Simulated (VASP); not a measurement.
These are PBE GGA, VASP's PBE PAW potentials (set 64) (plane waves; VASP) values and carry that method's errors.

VASP ran on this input.

**INCAR**
```
! general
SYSTEM = Cl
PREC   = Accurate
ENCUT  = 300
LREAL  = .False.   ! projection in real space or not
LASPH  = .True.

! electronic loop
EDIFF  = 1E-6
NELM   = 100
ALGO   = Normal

! smearing
ISMEAR = 0   ! Gaussian
SIGMA  = 0.02   ! width (eV)

! functional
GGA    = PE

! ions
ISIF   = 2   ! forces and stress, cell fixed

! output
LWAVE  = .False.
LCHARG = .False.
```

POSCAR:
```
Cl
1
    2.2400000000    -3.1200000000     0.0000000000
    2.2400000000     3.1200000000     0.0000000000
    0.0000000000     0.0000000000     8.2600000000
Cl
4
Direct
  0.8770000000   0.8770000000   0.8970000000
  0.6230000000   0.6230000000   0.3970000000
  0.3770000000   0.3770000000   0.6030000000
  0.1230000000   0.1230000000   0.1030000000
```

**KPOINTS**
```
Automatic mesh
0
Gamma
7 7 4
0.5 0.5 0.5
```

POTCAR, in this order: Cl (PBE.64 set). Program: vasp_std.

The resulting files:

### OSZICAR
```
       N       E                     dE             d eps       ncg     rms          rms(c)
DAV:   1     0.153450223294E+03    0.15345E+03   -0.93380E+03  1152   0.854E+02
DAV:   2     0.164083987250E+01   -0.15181E+03   -0.14923E+03  1700   0.202E+02
DAV:   3    -0.766764960298E+01   -0.93085E+01   -0.92826E+01  1320   0.616E+01
DAV:   4    -0.778500547110E+01   -0.11736E+00   -0.11731E+00  1480   0.810E+00
DAV:   5    -0.778644025827E+01   -0.14348E-02   -0.14347E-02  1330   0.882E-01    0.153E+01
DAV:   6    -0.742256673480E+01    0.36387E+00   -0.26073E-01  1254   0.339E+00    0.101E+01
DAV:   7    -0.731050242468E+01    0.11206E+00   -0.57338E-01  1260   0.489E+00    0.863E-01
DAV:   8    -0.729755510954E+01    0.12947E-01   -0.70340E-02  1210   0.186E+00    0.401E-01
DAV:   9    -0.729772843934E+01   -0.17333E-03   -0.16910E-03  1422   0.286E-01    0.774E-02
DAV:  10    -0.729785851732E+01   -0.13008E-03   -0.17362E-04  1438   0.939E-02    0.667E-02
DAV:  11    -0.729786489998E+01   -0.63827E-05   -0.49421E-05  1258   0.454E-02    0.861E-03
DAV:  12    -0.729786666198E+01   -0.17620E-05   -0.52809E-06  1324   0.163E-02    0.460E-03
DAV:  13    -0.729786728895E+01   -0.62697E-06   -0.77284E-07   692   0.684E-03
   1 F= -.72978673E+01 E0= -.72978673E+01  d E =-.103876E-15
```

**OUTCAR**
```
------------------------ aborting loop because EDIFF is reached ----------------------------------------
  FORCE on cell =-STRESS in cart. coord.  units (eV):
  Direction    XX          YY          ZZ          XY          YZ          ZX
  --------------------------------------------------------------------------------------
  Total       -0.4241554      0.5692150     -1.0277838      0.0000000      0.0000000      0.0000000
  in kB       -5.8860367      7.8990386    -14.2626327      0.0000000      0.0000000      0.0000000
  external PRESSURE =      -4.0832103 kB  Pullay stress =       0.0000000 kB
  volume of cell :      115.45
      direct lattice vectors                 reciprocal lattice vectors
     2.240000000 -3.120000000  0.000000000     0.223214286 -0.160256410  0.000000000
     2.240000000  3.120000000  0.000000000     0.223214286  0.160256410  0.000000000
     0.000000000  0.000000000  8.260000000     0.000000000  0.000000000  0.121065375
 POSITION                                       TOTAL-FORCE (eV/Angst)
 -----------------------------------------------------------------------------------
      3.92896      0.00000      7.40922         0.201952      0.000000      0.216707
      2.79104      0.00000      3.27922        -0.201952      0.000000      0.216707
      1.68896      0.00000      4.98078         0.201952      0.000000     -0.216707
      0.55104      0.00000      0.85078        -0.201952      0.000000     -0.216707
 -----------------------------------------------------------------------------------
    total drift:                               -0.000000      0.000000      0.000000
  FREE ENERGIE OF THE ION-ELECTRON SYSTEM (eV)
  ---------------------------------------------------
  free  energy   TOTEN  =        -7.2978672890 eV

  energy  without entropy=       -7.2978672890  energy(sigma->0) =       -7.29786729
```
(Selected blocks of OUTCAR.)

At this cut-off the stress carries a Pulay error, which pulls relaxed volumes low.

The structure is a typed Cl crystal. The cell was not relaxed at this level. The run is one of a series of settings (KPOINTS 7×7×4 Γ-centred mesh shifted by (0.5, 0.5, 0.5) against the base run), some of them coarse on purpose.
